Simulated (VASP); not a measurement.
Output of a VASP run:

File OUTCAR:
```
 ion  position               nearest neighbor table
   1  0.000  0.000  0.000-   2 2.52   2 2.52   2 2.52   2 2.52
   2  0.250  0.250  0.250-   1 2.52   1 2.52   1 2.52   1 2.52
  LATTYP: Found a face centered cubic cell.
 ALAT       =     5.8200000000
 Subroutine PRICEL returns:
 Original cell was already a primitive cell.
 Subroutine GETGRP returns: Found 24 space group operations
The static configuration has the point symmetry T_d .
The dynamic configuration has the point symmetry T_d .
 Subroutine INISYM returns: Found 24 space group operations
 Subroutine IBZKPT returns following result:
 Found     20 irreducible k-points:

 Following reciprocal coordinates:
            Coordinates               Weight
  0.000000  0.000000  0.000000      1.000000
  0.142857  0.000000  0.000000      8.000000
  0.285714  0.000000  0.000000      8.000000
  0.428571  0.000000  0.000000      8.000000
  0.142857  0.142857  0.000000      6.000000
  0.285714  0.142857  0.000000     24.000000
  0.428571  0.142857  0.000000     24.000000
 -0.428571  0.142857  0.000000     24.000000
 -0.285714  0.142857  0.000000     24.000000
 -0.142857  0.142857  0.000000     12.000000
  0.285714  0.285714  0.000000      6.000000
  0.428571  0.285714  0.000000     24.000000
 -0.428571  0.285714  0.000000     24.000000
 -0.285714  0.285714  0.000000     12.000000
  0.428571  0.428571  0.000000      6.000000
 -0.428571  0.428571  0.000000     12.000000
  0.428571  0.285714  0.142857     24.000000
 -0.428571  0.285714  0.142857     48.000000
 -0.428571  0.428571  0.142857     24.000000
 -0.285714  0.428571  0.142857     24.000000
   k-points           NKPTS =     20   k-points in BZ     NKDIM =     20   number of bands    NBANDS=     13
   number of dos      NEDOS =    301   number of ions     NIONS =      2
   total plane-waves  NPLWV =  32768
   dimension x,y,z NGX =    32 NGY =   32 NGZ =   32
   dimension x,y,z NGXF=    64 NGYF=   64 NGZF=   64
   ions per type =               1   1
   PREC   = accura    normal or accurate (medium, high low for compatibility)
   ISTART =      0    job   : 0-new  1-cont  2-samecut
   ICHARG =      2    charge: 1-file 2-atom 10-const
   ISPIN  =      1    spin polarized calculation?
   LNONCOLLINEAR =      F non collinear calculations
   LSORBIT =      F    spin-orbit coupling
   INIWAV =      1    electr: 0-lowe 1-rand  2-diag
   ENCUT  =  520.0 eV  38.22 Ry    6.18 a.u.   7.65  7.65  7.65*2*pi/ulx,y,z
   NELM   =    100;   NELMIN=  2; NELMDL= -5     # of ELM steps
   EDIFF  = 0.1E-05   stopping-criterion for ELM
   LREAL  =      F    real-space projection
   NLSPLINE    = F    spline interpolate recip. space projectors
   LMAXMIX     =    4 max onsite mixed and CHGCAR
   VOSKOWN=      0    Vosko Wilk Nusair interpolation
   EDIFFG = -.1E-01   stopping-criterion for IOM
   NSW    =     60    number of steps for IOM
   NBLOCK =      1;   KBLOCK =     60    inner block; outer block
   IBRION =      2    ionic relax: 0-MD 1-quasi-New 2-CG
   NFREE  =      1    steps in history (QN), initial steepest desc. (CG)
   ISIF   =      3    stress and relaxation
   ISYM   =      2    0-nonsym 1-usesym 2-fastsym
   TEIN   =    0.0    initial temperature
   TEBEG  =    0.0;   TEEND  =   0.0 temperature during run
   SMASS  =  -3.00    Nose mass-parameter (am)
   PSTRESS=    0.0 pullay stress
   NELECT =      18.0000    total number of electrons
   EFERMI =   0.00;   METHOD = LEGACY
   ISMEAR =     0;   SIGMA  =   0.05  broadening in eV -4-tet -1-fermi 0-gaus
   IALGO  =     38    algorithm
   LDIAG  =      T    sub-space diagonalisation (order eigenvalues)
   IMIX   =      4    mixing-type and parameters
     AMIX     =   0.40;   BMIX     =  1.00
     AMIX_MAG =   1.60;   BMIX_MAG =  1.00
     AMIN     =   0.10
   GGA     = PE    functional components
   VOSKOWN =     0    Vosko Wilk Nusair interpolation
   LHFCALC =     F    Hartree Fock is set to
   LHFONE  =     F    Hartree Fock one center treatment
...
```

**OSZICAR**
```
       N       E                     dE             d eps       ncg     rms          rms(c)
DAV:   1     0.108843881662E+03    0.10884E+03   -0.93594E+03   528   0.126E+03
DAV:   2    -0.175478572648E+01   -0.11060E+03   -0.10495E+03   560   0.298E+02
DAV:   3    -0.662114499490E+01   -0.48664E+01   -0.48488E+01   635   0.644E+01
DAV:   4    -0.665672054179E+01   -0.35576E-01   -0.35557E-01   585   0.548E+00
DAV:   5    -0.665724282443E+01   -0.52228E-03   -0.52228E-03   630   0.651E-01    0.855E+00
DAV:   6    -0.613276553785E+01    0.52448E+00   -0.10438E+00   737   0.143E+01    0.669E+00
DAV:   7    -0.611333297257E+01    0.19433E-01   -0.21970E-01   545   0.377E+00    0.327E+00
DAV:   8    -0.611359773907E+01   -0.26477E-03   -0.21841E-02   565   0.227E+00    0.320E-01
DAV:   9    -0.611338961304E+01    0.20813E-03   -0.29498E-03   610   0.932E-01    0.822E-02
DAV:  10    -0.611353017605E+01   -0.14056E-03   -0.29606E-04   550   0.188E-01    0.754E-02
DAV:  11    -0.611360431237E+01   -0.74136E-04   -0.11012E-04   548   0.122E-01    0.224E-02
DAV:  12    -0.611359820289E+01    0.61095E-05   -0.50266E-05   608   0.103E-01    0.867E-03
DAV:  13    -0.611359931254E+01   -0.11097E-05   -0.46345E-06   530   0.186E-02    0.483E-03
DAV:  14    -0.611359929287E+01    0.19669E-07   -0.12031E-07   310   0.319E-03
   1 F= -.67315507E+01 E0= -.67315507E+01  d E =-.673155E+01
       N       E                     dE             d eps       ncg     rms          rms(c)
DAV:   1    -0.630013114598E+01   -0.18653E+00   -0.33865E+00   560   0.258E+01    0.325E+00
DAV:   2    -0.615716577548E+01    0.14297E+00   -0.34121E-01   570   0.956E+00    0.119E+00
DAV:   3    -0.614110361453E+01    0.16062E-01   -0.42312E-02   555   0.257E+00    0.102E+00
DAV:   4    -0.613935151277E+01    0.17521E-02   -0.24474E-03   525   0.506E-01    0.224E-01
DAV:   5    -0.613918841192E+01    0.16310E-03   -0.55148E-04   635   0.371E-01    0.485E-02
DAV:   6    -0.613918876066E+01   -0.34874E-06   -0.73260E-05   520   0.118E-01    0.332E-02
DAV:   7    -0.613919127584E+01   -0.25152E-05   -0.53851E-06   570   0.194E-02    0.498E-03
DAV:   8    -0.613919136530E+01   -0.89455E-07   -0.14140E-06   275   0.192E-02
   2 F= -.67357123E+01 E0= -.67357123E+01  d E =-.416159E-02
       N       E                     dE             d eps       ncg     rms          rms(c)
DAV:   1    -0.614661750403E+01   -0.74262E-02   -0.25963E-01   560   0.700E+00    0.844E-01
DAV:   2    -0.613524387672E+01    0.11374E-01   -0.28337E-02   575   0.278E+00    0.302E-01
DAV:   3    -0.613409282336E+01    0.11511E-02   -0.33622E-03   555   0.695E-01    0.252E-01
DAV:   4    -0.613400802483E+01    0.84799E-04   -0.18391E-04   525   0.158E-01    0.561E-02
DAV:   5    -0.613400370080E+01    0.43240E-05   -0.36831E-05   630   0.981E-02    0.187E-02
DAV:   6    -0.613400560493E+01   -0.19041E-05   -0.57723E-06   530   0.318E-02    0.805E-03
DAV:   7    -0.613400557245E+01    0.32487E-07   -0.51662E-07   355   0.552E-03
   3 F= -.67363933E+01 E0= -.67363933E+01  d E =-.484260E-02
```

**OUTCAR**
```
------------------------ aborting loop because EDIFF is reached ----------------------------------------
 Edisp (eV)   -0.60239
  FORCE on cell =-STRESS in cart. coord.  units (eV):
  Direction    XX          YY          ZZ          XY          YZ          ZX
  --------------------------------------------------------------------------------------
  Total       0.00828     0.00828     0.00828     0.00000     0.00000     0.00000
  in kB       0.26307     0.26307     0.26307     0.00000     0.00000     0.00000
  external pressure =        0.26 kB  Pullay stress =        0.00 kB
  volume of cell :       50.41
      direct lattice vectors                 reciprocal lattice vectors
    -0.000000000  2.931996992  2.931996992    -0.170532235  0.170532235  0.170532235
     2.931996992  0.000000000  2.931996992     0.170532235 -0.170532235  0.170532235
     2.931996992  2.931996992  0.000000000     0.170532235  0.170532235 -0.170532235
  FREE ENERGIE OF THE ION-ELECTRON SYSTEM (eV)
  ---------------------------------------------------
  free  energy   TOTEN  =        -6.7363932986 eV

  energy  without entropy=       -6.7363932986  energy(sigma->0) =       -6.73639330

 reached required accuracy - stopping structural energy minimisation
```
(Selected blocks of OUTCAR.)

POSCAR:
```
CdS
1
    0.0000000000     2.9100000000     2.9100000000
    2.9100000000     0.0000000000     2.9100000000
    2.9100000000     2.9100000000     0.0000000000
Cd S
1 1
Direct
  0.0000000000   0.0000000000   0.0000000000
  0.2500000000   0.2500000000   0.2500000000
```

### Question
Reconstruct the remaining input files.

### Answer
Several could match; the one computed here: the input of the run itself, PBE GGA with D3 dispersion (Becke-Johnson damping), plane waves, VASP's PBE PAW potentials (set 64).

### KPOINTS
```
Automatic mesh
0
Gamma
7 7 7
0 0 0
```

INCAR:
```
! general
SYSTEM  = CdS
PREC    = Accurate
ENCUT   = 520
LREAL   = .FALSE.
LASPH   = .TRUE.

! electronic loop
EDIFF   = 1E-6
NELM    = 100
ALGO    = Normal
LMAXMIX = 4

! smearing
ISMEAR  = 0
SIGMA   = 0.05

! functional
GGA     = PE
IVDW    = 12

! ions
IBRION  = 2
NSW     = 60
ISIF    = 3
EDIFFG  = -0.01

! output
LWAVE   = .FALSE.
LCHARG  = .FALSE.
```

POTCAR, in this order: Cd S (PBE.64 set). Program: vasp_std.

Energy and stress use the plane-wave basis of the starting cell.

The compound is CdS in the zinc blende structure, a metastable form; wurtzite is the usual one. This run relaxes it. Symmetry was kept, so distortions that lower it aren't found.
